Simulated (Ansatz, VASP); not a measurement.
**Al2O3 (Corundum): VASP beside Ansatz**

Aim: how closely do two programs agree when they are given the same cell, functional and k mesh? The cell is taken from a series of runs on this material, whose earlier steps may have relaxed, scaled, displaced or heated it; both programs get it as it stands.

Main program and level: Ansatz 0.2.0; plane waves, with VASP 6.6.1 beside it; single point at HSE06.

## (1) The structure

It takes space group R-3c (No. 167, trigonal). The conventional cell has a = 4.884 Å, b = 4.884 Å, c = 13.333 Å, α = 90.00°, β = 90.00°, γ = 120.00°. Nearest to Al lie 6 O at 1.91 to 2.02 Å. Nearest to O lie 4 Al at 1.91 to 2.02 Å. Farther neighbours and most contacts between anions are not listed.

## (2) VASP: single point, HSE06

A single point gives forces, pressure and levels at one fixed geometry, so differences don't come from the geometry; what else differs is listed under the comparison.

Lines of VASP's logs that name or quote its potential files are left out, and so is its time.

The run reads the wave functions of an earlier VASP run, which isn't shown here.

Contents of INCAR:

```
SYSTEM = Al2O3
PREC = Accurate
ENCUT = 520
EDIFF = 1E-06
NELM = 100
ISMEAR = 0
SIGMA = 0.01
LREAL = .FALSE.
ALGO = Normal
LHFCALC = .TRUE.
AEXX = 0.25
GGA = PE
HFSCREEN = 0.208
LASPH = .TRUE.
NBANDS = 34
PRECFOCK = Fast
LORBIT = 11
LWAVE = .FALSE.
LCHARG = .FALSE.
ISIF = 2
```

Contents of POSCAR:

```
Al2O3
1.0
    2.4421021482      1.4099483326      4.4444326826
   -2.4421021482      1.4099483326      4.4444326826
    0.0000000000     -2.8198966654      4.4444326826
Al O
4 6
Direct
    0.3521241379      0.3521241379      0.3521241379
    0.1478758621      0.1478758621      0.1478758621
    0.6478758621      0.6478758621      0.6478758621
    0.8521241379      0.8521241379      0.8521241379
    0.5554877078      0.9445122922      0.2500000000
    0.2500000000      0.5554877078      0.9445122922
    0.9445122922      0.2500000000      0.5554877078
    0.4445122922      0.0554877078      0.7500000000
    0.7500000000      0.4445122922      0.0554877078
    0.0554877078      0.7500000000      0.4445122922
```

Contents of KPOINTS:

```
Automatic mesh
0
Gamma
3 3 3
0 0 0
```

Potentials, in the order of the species: Al and O (PBE family, release 64).

The run is started by

```bash
export OMP_NUM_THREADS=3
mpirun -np 1 vasp_std
```

Numbers of over 12 decimals in the logs are rounded to 6 here.

The program printed:

```text
[banner, memory and clock lines left out]
running    1 mpi-ranks, on    1 nodes
 distrk:  each k-point on    1 cores,    1 groups
 distr:  one band on    1 cores,    1 groups
 Offloading initialized ...    1 GPUs detected
 POSCAR found type information on POSCAR AlO
 POSCAR found :  2 types and      10 ions
 LDA part: xc-table for (Slater+PW92), standard interpolation
 found WAVECAR, reading the header
 POSCAR, INCAR and KPOINTS ok, starting setup
 FFT: planning ... GRIDC
 FFT: planning ... GRID_SOFT
 FFT: planning ... GRID
 reading WAVECAR
 the WAVECAR file was read successfully
 initial charge from wavefunction
 entering main loop
       N       E                     dE             d eps       ncg     rms          rms(c)
DAV:   1    -0.898400015937E+02   -0.89840E+02   -0.20943E+00   546   0.788E+00    0.137E+01
DAV:   2    -0.898540612524E+02   -0.14060E-01   -0.48793E-02   506   0.118E+00    0.959E+00
DAV:   3    -0.898496460552E+02    0.44152E-02   -0.32041E-03   494   0.307E-01    0.600E+00
DAV:   4    -0.898484271666E+02    0.12189E-02   -0.77716E-04   502   0.146E-01    0.361E+00
DAV:   5    -0.898480080343E+02    0.41913E-03   -0.12896E-04   510   0.771E-02    0.213E+00
DAV:   6    -0.898478627896E+02    0.14524E-03   -0.56014E-05   500   0.553E-02    0.125E+00
DAV:   7    -0.898478170569E+02    0.45733E-04   -0.17652E-05   502   0.303E-02    0.723E-01
DAV:   8    -0.898478020852E+02    0.14972E-04   -0.56801E-06   500   0.161E-02    0.417E-01
DAV:   9    -0.898477971131E+02    0.49721E-05   -0.19072E-06   354   0.942E-03    0.244E-01
DAV:  10    -0.898477957448E+02    0.13683E-05   -0.94060E-07   318   0.700E-03    0.140E-01
DAV:  11    -0.898477954599E+02    0.28491E-06   -0.27447E-07   246   0.375E-03
   1 F= -.89847795E+02 E0= -.89847795E+02  d E =-.722764E-85
```

From OUTCAR (step 2):

```text
ion  position               nearest neighbor table
   1  0.352  0.352  0.352-  10 1.91   9 1.91   8 1.91   7 2.02   5 2.02   6 2.02   2 2.72   3 2.86
                             3 2.86   3 2.86   2 3.30   2 3.30   2 3.30
   2  0.148  0.148  0.148-   9 1.91  10 1.91   8 1.91   6 2.02   5 2.02   7 2.02   1 2.72   4 2.86
                             4 2.86   4 2.86   1 3.30   1 3.30   1 3.30
   3  0.648  0.648  0.648-   7 1.91   6 1.91   5 1.91  10 2.02   8 2.02   9 2.02   4 2.72   1 2.86
                             1 2.86   1 2.86   4 3.30   4 3.30   4 3.30
   4  0.852  0.852  0.852-   6 1.91   7 1.91   5 1.91   9 2.02   8 2.02  10 2.02   3 2.72   2 2.86
                             2 2.86   2 2.86   3 3.30   3 3.30   3 3.30
   5  0.555  0.945  0.250-   3 1.91   4 1.91   1 2.02   2 2.02
   6  0.250  0.555  0.945-   4 1.91   3 1.91   2 2.02   1 2.02
   7  0.945  0.250  0.555-   3 1.91   4 1.91   1 2.02   2 2.02
   8  0.445  0.055  0.750-   1 1.91   2 1.91   3 2.02   4 2.02
   9  0.750  0.445  0.055-   2 1.91   1 1.91   4 2.02   3 2.02
  10  0.055  0.750  0.445-   1 1.91   2 1.91   3 2.02   4 2.02

  LATTYP: Found a trigonal (rhomboedric) cell.
 ALAT       =     5.2635348458
 COS(alpha) =     0.5694707703

 Subroutine GETGRP returns: Found 12 space group operations
 (whereof  6 operations were pure point group operations)

The static configuration has the point symmetry S_6 .
 The point group associated with its full space group is D_3d.

 Found      6 irreducible k-points:

   k-points           NKPTS =      6   k-points in BZ     NKDIM =     27   number of bands    NBANDS=     34

   dimension x,y,z NGX =    40 NGY =   40 NGZ =   40
   dimension x,y,z NGXF=    80 NGYF=   80 NGZF=   80

   ENCUT  =  520.0 eV  38.22 Ry    6.18 a.u.   9.79  9.79  9.79*2*pi/ulx,y,z

   NELECT =      48.0000    total number of electrons

 k-points in reciprocal lattice and weights: Automatic mesh
   0.00000000  0.00000000  0.00000000       0.037
   0.33333333  0.00000000  0.00000000       0.222
   0.33333333  0.33333333  0.00000000       0.222
  -0.33333333  0.33333333  0.00000000       0.222
   0.33333333  0.33333333  0.33333333       0.074
  -0.33333333  0.33333333  0.33333333       0.222

  exchange ACFDT corr.  =         0.00000000  see jH, gK, PRB 81, 115126

 average (electrostatic) potential at core
       1 -68.7990       2 -68.7990       3 -68.7990       4 -68.7990       5 -61.7269
       6 -61.7269       7 -61.7269       8 -61.7269       9 -61.7269      10 -61.7269

 E-fermi :   4.1651

 k-point     1 :       0.0000    0.0000    0.0000
  band No.  band energies     occupation
    ...
     20       3.5334      2.00000
     21       3.5334      2.00000
     22       4.0074      2.00000
     23       4.0074      2.00000
     24       4.0281      2.00000
     25      11.0872      0.00000
     26      14.4190      0.00000
     27      15.8224      0.00000
     28      16.8717      0.00000
     29      16.8717      0.00000
    ...

 k-point     2 :       0.3333    0.0000    0.0000
  band No.  band energies     occupation
    ...
     20       2.7402      2.00000
     21       3.2006      2.00000
     22       3.4866      2.00000
     23       3.8172      2.00000
     24       3.8570      2.00000
     25      13.1415      0.00000
     26      14.9803      0.00000
     27      15.4009      0.00000
     28      15.7182      0.00000
     29      16.2922      0.00000
    ...

 k-point     3 :       0.3333    0.3333    0.0000
  band No.  band energies     occupation
    ...
     20       2.7751      2.00000
     21       3.0735      2.00000
     22       3.3622      2.00000
     23       3.6815      2.00000
     24       3.6991      2.00000
     25      13.5288      0.00000
     26      15.2016      0.00000
     27      15.6315      0.00000
     28      16.0734      0.00000
     29      16.3127      0.00000
    ...

  Total      -10.4429796    -10.4429796     -9.8215213      0.0000000      0.0000000      0.0000000
  in kB     -182.2218302   -182.2218302   -171.3778684      0.0000000      0.0000000      0.0000000
  external PRESSURE =    -178.6071763 kB  Pullay stress =       0.0000000 kB

  energy-cutoff  :      520.00
  volume of cell :       91.82
      direct lattice vectors                 reciprocal lattice vectors
     2.442102148  1.409948333  4.444432683     0.204741640  0.118207641  0.075000198
    -2.442102148  1.409948333  4.444432683    -0.204741640  0.118207641  0.075000198
     0.000000000 -2.819896665  4.444432683     0.000000000 -0.236415282  0.075000198

 POSITION                                       TOTAL-FORCE (eV/Angst)
 -----------------------------------------------------------------------------------
      0.00000     -0.00000      4.69498         0.000000      0.000000     -0.005820
      0.00000     -0.00000      1.97167         0.000000     -0.000000      0.005820
      0.00000     -0.00000      8.63832         0.000000     -0.000000      0.005820
      0.00000     -0.00000     11.36163         0.000000      0.000000     -0.005820
     -0.95004      1.40995      7.77776        -0.013427     -0.000000     -0.000000
     -0.74603     -1.52773      7.77776         0.006714     -0.011629     -0.000000
      1.69607      0.11778      7.77776         0.006714      0.011629     -0.000000
      0.95004     -1.40995      5.55554         0.013427     -0.000000     -0.000000
      0.74603      1.52773      5.55554        -0.006714      0.011629      0.000000
     -1.69607     -0.11778      5.55554        -0.006714     -0.011629     -0.000000
 -----------------------------------------------------------------------------------
    total drift:                                0.000000      0.000000      0.000000

  FREE ENERGIE OF THE ION-ELECTRON SYSTEM (eV)
  ---------------------------------------------------
  free  energy   TOTEN  =       -89.8477954599 eV

  energy  without entropy=      -89.8477954599  energy(sigma->0) =      -89.84779546

 total charge
# of ion       s       p       d       tot
------------------------------------------
    1        0.333   0.368   0.000   0.701
    2        0.333   0.368   0.000   0.701
    3        0.333   0.368   0.000   0.701
    4        0.333   0.368   0.000   0.701
    5        1.549   3.617   0.000   5.166
    6        1.549   3.617   0.000   5.166
    7        1.549   3.617   0.000   5.166
    8        1.549   3.617   0.000   5.166
    9        1.549   3.617   0.000   5.166
   10        1.549   3.617   0.000   5.166
--------------------------------------------------
tot         10.629  23.171   0.000  33.800

[... 3 further parts left out ...]
```

The run ends at a pressure of -17.86 GPa, with forces up to 0.013 eV/Å.

## (3) Ansatz: single point, HSE06

Ansatz runs on its default PAW (the set named soft_2) files.

The same cell, functional and mesh now go to Ansatz.

Contents of input.yaml:

```yaml
crystal:
  lattice:
    - [2.4421021482, 1.4099483326, 4.4444326826]
    - [-2.4421021482, 1.4099483326, 4.4444326826]
    - [0.0, -2.8198966654, 4.4444326826]
  atoms:
    - { symbol: Al, position: [0.3521241379, 0.3521241379, 0.3521241379] }
    - { symbol: Al, position: [0.1478758621, 0.1478758621, 0.1478758621] }
    - { symbol: Al, position: [0.6478758621, 0.6478758621, 0.6478758621] }
    - { symbol: Al, position: [0.8521241379, 0.8521241379, 0.8521241379] }
    - { symbol: O, position: [0.5554877078, 0.9445122922, 0.25] }
    - { symbol: O, position: [0.25, 0.5554877078, 0.9445122922] }
    - { symbol: O, position: [0.9445122922, 0.25, 0.5554877078] }
    - { symbol: O, position: [0.4445122922, 0.0554877078, 0.75] }
    - { symbol: O, position: [0.75, 0.4445122922, 0.0554877078] }
    - { symbol: O, position: [0.0554877078, 0.75, 0.4445122922] }
kpoints:
  mp_grid: { grid: [3, 3, 3] }
hamiltonian:
  xc: hse06
scf:
  occupations: { method: fixed }
  n_extra_bands: 7
  lower_state_search: "off"
  convergence: { dr2_threshold: 1.0e-09 }
output:
  eigenvalues: true
basis:
  ecutwfc: 650
```

The run is started by

```bash
ansatz run input.yaml --threads 20 --pin off --max-ram 73728MiB --backend cpu --events-out ev --progress --plain --runs-dir out
```

The program printed:

```text
scf.n_extra_bands = 7 over 24 filled bands (N_el = 48.0): the run solves 31 bands
Engine: ansatz 0.2.0, aarch64-unknown-linux-gnu
Pseudopotentials: kind: paw
Pseudopotential: Al, paw, valence charge 3, recommended cutoff 420 eV (normal), Al.paw.azcp
Pseudopotential: O, paw, valence charge 6, recommended cutoff 420 eV (normal), O.paw.azcp
Functional definition: HSE06
  parameter a = 0.25
  parameter omega = 0.11/bohr
  exchange = pbe_x - a*pbe_x_sr(omega) + a*exact_x_sr(omega)
  correlation = pbe_c
davidson cushion auto → on  (no smearing: the cushion is to keep the highest requested band from converging to the state above it; pin scf.eigensolver.cushion to override)
Crystal: 10 atoms, lattice volume = 91.819 Å³
Basis set: ecut = 650 eV, 3409 PW (Γ)
Bands: 31, of which v1, the nominal top of the filled ones, is band 24 counted from 1 (23 counted from 0)
Symmetry: 12 space group operations
Space group: R-3c (ITA 167), of the structure as read, at distance tolerance 4.5e-5 Å
k-points: 6 of 27
Non-local potential: Al, projectors of the file, l = 0: 2, l = 1: 2, l = 2: 1
Non-local potential: O, projectors of the file, l = 0: 2, l = 1: 2, l = 2: 1
PAW form: soft (Blöchl's): semilocal exchange-correlation on the pseudo side does not see the compensation charge
PAW frozen core: Al, regenerated for the run's functional, and the local potential with it (the file was generated under x = pbe(κ = 0.804, μ = 0.219515), c = pbe(β = 0.066725))
PAW frozen core: O, regenerated for the run's functional, and the local potential with it (the file was generated under x = pbe(κ = 0.804, μ = 0.219515), c = pbe(β = 0.066725))
PAW one-centre angular grid: Al, 110 points (default); XC on 64 Gauss nodes
PAW one-centre angular grid: O, 110 points (default); XC on 96 Gauss nodes
Initial density: superposition of atomic densities (neutral atoms: chi_scale 0, normalization atom), corrected by the library's trained network
Initial wavefunctions: pseudopotential atomic-orbital guess
Functional: x = pbe(κ = 0.804, μ = 0.219515), c = pbe(β = 0.066725), warm-up for x = pbe(κ = 0.804, μ = 0.219515) + 0.25 (exact − pbe) at short range (hse, ω = 0.207870 Å⁻¹), c = pbe(β = 0.066725); HSE06 as pw.x's `hse` composes it (authors' and Libxc's form: `xc: wpbeh`)
SCF iter   1: F=—  HF=-5569.521911 eV  |F-HF|=—  |Δ(HF+E_count)|=         —  Δρ=1.76e-3  dr2=1.24e-3  ethr=1.77e-3  ⟨swp⟩=8.8  Hψ=1014  notcnv=0
preconditioner: auto → none  [insulator: Δε(μ)=5.299 eV  Ē_g=15.920 eV  n_scr=20 (ndim 8)  ℏωp=26.8 eV  f_vac=0.000]
SCF iter   2: F=—  HF=-5569.525054 eV  |F-HF|=—  |Δ(HF+E_count)|=   3.14e-3  Δρ=9.36e-4  dr2=2.30e-4  ethr=2.59e-6  ⟨swp⟩=7.0  Hψ=822  notcnv=0  defer=6
SCF iter   3: F=-5569.525582 eV  HF=-5569.525543 eV  |F-HF|=3.89e-5  |Δ(HF+E_count)|=   4.89e-4  Δρ=4.17e-4  dr2=5.92e-5  ethr=4.80e-7  ⟨swp⟩=4.5  Hψ=588  notcnv=0
SCF 1 stopped early in 3 iterations: F = -5569.525582 eV  dr2 = 5.92e-5
  greatest PAW one-centre occupation: 0.857 electrons in one spin orbital (limit 2), on the O atom at site 9 (counted from 0), in its partial waves of l = 0
Initial density: handed on by an earlier stage of this run
Initial wavefunctions: those handed on with the density
Functional: x = pbe(κ = 0.804, μ = 0.219515) + 0.25 (exact − pbe) at short range (hse, ω = 0.207870 Å⁻¹), c = pbe(β = 0.066725); HSE06 as pw.x's `hse` composes it (authors' and Libxc's form: `xc: wpbeh`)
Exchange kernel: α = 0.2500, screened, ω = 0.2079 Å⁻¹, Wigner–Seitz truncation, v(0) = 1017.8826 eV·Å³, q-mesh 3×3×3, nearest image of the exchange supercell L = 14.65 Å, pair-density grid 30×30×30, without the augmentation charges, whose exchange is taken in its separable form by FFT convolution over the k-point mesh (sized by the pseudopotential files, 36×36×40 at the most), smooth part of the exact exchange by density-matrix convolution
Frozen-core exchange: fock
SCF iter   1: F=—  HF=-5570.592683 eV  |F-HF|=—  |Δ(HF+E_count)|=         —  Δρ=7.70e-3  dr2=3.22e-2  ethr=1.23e-6  ⟨swp⟩=8.2  Hψ=1085  notcnv=0
preconditioner: auto → none  [insulator: Δε(μ)=7.070 eV  Ē_g=18.405 eV  n_scr=20 (ndim 8)  ℏωp=26.8 eV  f_vac=0.000]
SCF iter   2: F=—  HF=-5570.580361 eV  |F-HF|=—  |Δ(HF+E_count)|=   1.23e-2  Δρ=4.12e-3  dr2=6.33e-3  ethr=1.23e-6  ⟨swp⟩=4.8  Hψ=750  notcnv=0
SCF iter   3: F=—  HF=-5570.594809 eV  |F-HF|=—  |Δ(HF+E_count)|=   1.44e-2  Δρ=1.66e-3  dr2=2.70e-3  ethr=1.23e-6  ⟨swp⟩=4.7  Hψ=653  notcnv=0
SCF iter   4: F=—  HF=-5570.593968 eV  |F-HF|=—  |Δ(HF+E_count)|=   8.42e-4  Δρ=3.76e-4  dr2=1.20e-4  ethr=1.23e-6  ⟨swp⟩=4.0  Hψ=710  notcnv=0
iter 5 solved again at ethr=1.79e-8 eV; its pass at ethr=2.24e-7 eV (dr2=8.58e-6 eV) is discarded
SCF iter   5: F=-5570.594073 eV  HF=-5570.594076 eV  |F-HF|=3.37e-6  |Δ(HF+E_count)|=   1.09e-4  Δρ=1.06e-4  dr2=1.03e-5  ethr=1.79e-8  ⟨swp⟩=3.3  Hψ=988  notcnv=0
SCF 2 stopped early in 5 iterations: F = -5570.594073 eV  dr2 = 1.03e-5
  greatest PAW one-centre occupation: 0.860 electrons in one spin orbital (limit 2), on the O atom at site 9 (counted from 0), in its partial waves of l = 0
hybrid outer 1: dexx = +1.801e-2 eV, tail = 4.01e-5 eV
Exchange kernel: α = 0.2500, screened, ω = 0.2079 Å⁻¹, Wigner–Seitz truncation, v(0) = 1017.8826 eV·Å³, q-mesh 3×3×3, nearest image of the exchange supercell L = 14.65 Å, pair-density grid 30×30×30, without the augmentation charges, whose exchange is taken in its separable form by FFT convolution over the k-point mesh (sized by the pseudopotential files, 36×36×40 at the most), smooth part of the exact exchange by density-matrix convolution
Frozen-core exchange: fock
SCF iter   1: F=—  HF=-5570.594049 eV  |F-HF|=—  |Δ(HF+E_count)|=         —  Δρ=7.69e-5  dr2=5.27e-6  ethr=4.18e-7  ⟨swp⟩=3.0  Hψ=425  notcnv=0
preconditioner: auto → none  [insulator: Δε(μ)=7.089 eV  Ē_g=18.390 eV  n_scr=20 (ndim 8)  ℏωp=26.8 eV  f_vac=0.000]
iter 2 solved again at ethr=3.74e-10 eV; its pass at ethr=1.01e-8 eV (dr2=1.79e-7 eV) is discarded
SCF iter   2: F=—  HF=-5570.594048 eV  |F-HF|=—  |Δ(HF+E_count)|=   1.43e-6  Δρ=1.78e-5  dr2=1.85e-7  ethr=3.74e-10  ⟨swp⟩=3.2  Hψ=1020  notcnv=0
SCF iter   3: F=—  HF=-5570.594048 eV  |F-HF|=—  |Δ(HF+E_count)|=   8.49e-8  Δρ=1.06e-5  dr2=5.33e-8  ethr=3.57e-10  ⟨swp⟩=5.2  Hψ=642  notcnv=0
SCF iter   4: F=—  HF=-5570.594048 eV  |F-HF|=—  |Δ(HF+E_count)|=   1.74e-8  Δρ=2.04e-6  dr2=2.83e-9  ethr=1.02e-10  ⟨swp⟩=3.0  Hψ=483  notcnv=0
SCF iter   5: F=—  HF=-5570.594048 eV  |F-HF|=—  |Δ(HF+E_count)|=   1.03e-8  Δρ=2.31e-6  dr2=3.38e-9  ethr=3.42e-12  ⟨swp⟩=6.5  Hψ=677  notcnv=0
SCF iter   6: F=-5570.594048 eV  HF=-5570.594048 eV  |F-HF|=0.00e0  |Δ(HF+E_count)|=   1.21e-9  Δρ=1.37e-7  dr2=1.39e-11  ethr=3.42e-12  ⟨swp⟩=3.8  Hψ=590  notcnv=0
SCF 3 converged in 6 iterations: F = -5570.594048 eV  dr2 = 1.39e-11
hybrid outer 2: dexx = +1.739e-7 eV, tail = 3.33e-9 eV, Δε = 2.27e-3 eV (about 3.33e-5 eV left of the loop's levels)
hybrid SCF converged: 2 outer / 11 inner (+3 warm-up), last move |dexx| = 1.74e-7 eV, tail = 3.33e-9 eV
Stability not checked: this state was not tested for a lower state beside it, because the functional holds exact exchange (a hybrid, or Hartree-Fock), whose exchange loop this test does not read (fock_operator; see scf.lower_state_search)
Free energy (F): -5570.594048 eV
Frozen-core exchange: fock
Harris-Foulkes:  -5570.594048 eV  (|F-HF|=0.00e0)
Internal energy: -5570.594048 eV  (E = F + TS)
E sigma→0 (E₀):  -5570.594048 eV
Fermi energy:    5.517435 eV
--- Per-component energies (eV) ---
  E_band       = -53.051224
  E_kinetic    = 1174.363543
  E_local      = -2054.901842  (includes V_loc(G=0)·N_el)
  E_nonlocal   = 313.558646
  E_hartree    = 762.677896
  E_xc         = -491.318645
  E_vxc        = -553.211472  (∫ρ·V_xc dr)
  E_exx        = -134.724884  (= α·E_x^exact, valence–valence)
  E_paw        = -2804.007497  (= ΣΔE_a)
  E_vpaw       = -188.768457  (= ΣTr[D̂ρ^β])
  E_aug_tail   = 0.002753  (compensation charges beyond the density's cutoff)
  E_ewald      = -2335.904665
  E_core_change = -0.339352  (= ΣΔE_core)
  E_smearing   = -0.000000  (= −TS)
  E_closure    = 0.000000  (closes the sum)
  Σ components = -5570.594048   (vs F -5570.594048, Δ=0.00e0)
--- Band table (eV; the first three rows and the last of 6) ---
  k-point 0: bands = [... 20 lower, 5.0169, 5.4950, 5.4950, 5.5174, 12.6053, 15.9378, 17.3685, 18.3819, ... 3 higher]
  k-point 1: bands = [... 20 lower, 4.6864, 4.9719, 5.3020, 5.3414, 14.6516, 16.5118, 16.9182, 17.2215, ... 3 higher]
  k-point 2: bands = [... 20 lower, 4.5562, 4.8460, 5.1690, 5.1872, 15.0371, 16.7324, 17.1200, 17.5766, ... 3 higher]
  k-point 5: bands = [... 20 lower, 4.5444, 4.6759, 4.9104, 4.9177, 16.1994, 16.5770, 16.9783, 17.4709, ... 3 higher]
```

## (4) Differences

Known differences besides the potentials themselves: exact exchange at q = 0 is treated differently, which shows on coarse meshes; VASP keeps PBE cores, Ansatz makes them for the functional; fixed occupations in Ansatz, narrow Gaussian smearing in VASP; the cutoff is 650 eV in Ansatz and 520 eV in VASP; VASP takes a coarser grid for exact exchange (PRECFOCK = Fast). Total energies have different zeros and are not compared.

The two programs side by side:

```tsv
quantity	Ansatz	VASP	difference
gap on the k mesh (eV)	7.088	7.059	+0.029
```

A gap on the mesh is an upper bound, since the band edges may lie between its points.

## (5) What came out

```yaml
difference_in_gap_on_the_k_mesh_single_point_hse06: 0.029 eV
```

The difference in gap on the k mesh is 0.029 eV (single point, HSE06), within the 0.08 eV picked in this series as the mark of a large difference. Such differences can come from data sets, numerical settings and the points named under the comparisons, not from the functional's error against experiment.

[Lines on the potential files, build, host, timing and source positions are cut from VASP's logs without a mark.]

[Logs are printed without paths, hosts, clocks, repeated set-up lines and the standing remarks that a program may print on its own settings, such as how far it seeks lower states.]

[Hosts, paths, dates, database ids (printed as entryN), source tags and the programs' standing remarks are cut or masked in the printed files.]
